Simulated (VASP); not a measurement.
Given:

```
CELL_PARAMETERS angstrom
      1.59944     0.92344     5.24203
     -1.59944     0.92344     5.24203
      0.00000    -1.84687     5.24203
ATOMIC_POSITIONS crystal
  Zr 0.00000 0.00000 0.00000
  Nb 0.50000 0.50000 0.50000
  C  0.75400 0.75400 0.75400
  C  0.24600 0.24600 0.24600
```

Level of theory: LDA (Ceperley-Alder, Perdew-Zunger), VASP's LDA PAW potentials (set 64) (plane waves; VASP). Run with 520 eV cut-off, Gaussian smearing of 0.050 eV, potentials Zr_sv Nb_sv C.

Problem. Give the energies of bands 11 to 19 at the high-symmetry points, in eV from the Fermi level.

Solution. 
```json
[
 {"band": "11", "Γ": "-6.71", "T": "-4.20", "H2": "-5.11", "L": "-5.18", "S0": "-5.16", "F": "-6.75"},
 {"band": "12", "Γ": "-4.39", "T": "-3.60", "H2": "-4.85", "L": "-4.73", "S0": "-4.82", "F": "-4.37"},
 {"band": "13", "Γ": "-4.39", "T": "-3.60", "H2": "-3.88", "L": "-3.61", "S0": "-3.88", "F": "-4.34"},
 {"band": "14", "Γ": "-0.43", "T": "-3.58", "H2": "-3.29", "L": "-3.55", "S0": "-3.41", "F": "-3.23"},
 {"band": "15", "Γ": "-0.43", "T": "-2.44", "H2": "-3.27", "L": "-3.30", "S0": "-3.22", "F": "-2.99"},
 {"band": "16", "Γ": "-0.36", "T": "-2.44", "H2": "-3.21", "L": "-2.64", "S0": "-3.18", "F": "-0.72"},
 {"band": "17", "Γ": "0.23", "T": "0.48", "H2": "0.97", "L": "0.23", "S0": "1.02", "F": "-0.70"},
 {"band": "18", "Γ": "0.24", "T": "0.48", "H2": "1.59", "L": "0.75", "S0": "2.11", "F": "2.51"},
 {"band": "19", "Γ": "0.24", "T": "1.74", "H2": "2.50", "L": "2.67", "S0": "2.12", "F": "2.96"}
]
```

It has no gap at this level: it comes out as a metal or semimetal.

The structure comes from a computed database's ZrNbC2 entry (R-3m); how it stands against other phases isn't given here. It was relaxed first. The electron count is odd and the run is not spin-polarised, which forces a metal.
